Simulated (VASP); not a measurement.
WSe (relaxed from the zinc blende structure, space group F-43m): computed properties

Method: PBEsol GGA, VASP's PBE PAW potentials (set 64) (plane waves; VASP).

```
Property                                                                                                Value
----------------------------------  -------------------------------------------------------------------------
space group                                                                                       F-43m (216)
cell                                a = 5.589 Å, b = 5.589 Å, c = 5.589 Å, α = 90.00°, β = 90.00°, γ = 90.00°
volume per atom                                                                                 21.82 Å³/atom
band gap (over mesh and band path)                                   none (metal, semimetal or under 0.01 eV)
density                                                                                           10.00 g/cm³
```

```cif
data_Se4W4
_chemical_formula_sum 'W4 Se4'
_space_group_name_H-M_alt 'F-43m'
_space_group_IT_number 216
_space_group_name_Hall 'F -4 2 3'
_cell_length_a 5.58853
_cell_length_b 5.58853
_cell_length_c 5.58853
_cell_angle_alpha 90.000
_cell_angle_beta 90.000
_cell_angle_gamma 90.000
loop_
_atom_site_label
_atom_site_type_symbol
_atom_site_symmetry_multiplicity
_atom_site_Wyckoff_symbol
_atom_site_fract_x
_atom_site_fract_y
_atom_site_fract_z
_atom_site_occupancy
W1 W 4 a 0.00000 0.00000 0.00000 1
Se1 Se 4 d 0.75000 0.75000 0.75000 1
```
(The calculation used a cell of 2 atoms; values per cell refer to that cell.)

Unless said otherwise, spin-orbit coupling is left out, though it shifts the bands of the heavy elements here.

The structure was generated: WSe was put into the zinc blende type (F-43m), which need not be its known phase. It was relaxed first, which changed the volume by -37 %. Symmetry was kept, so distortions that lower it aren't found.
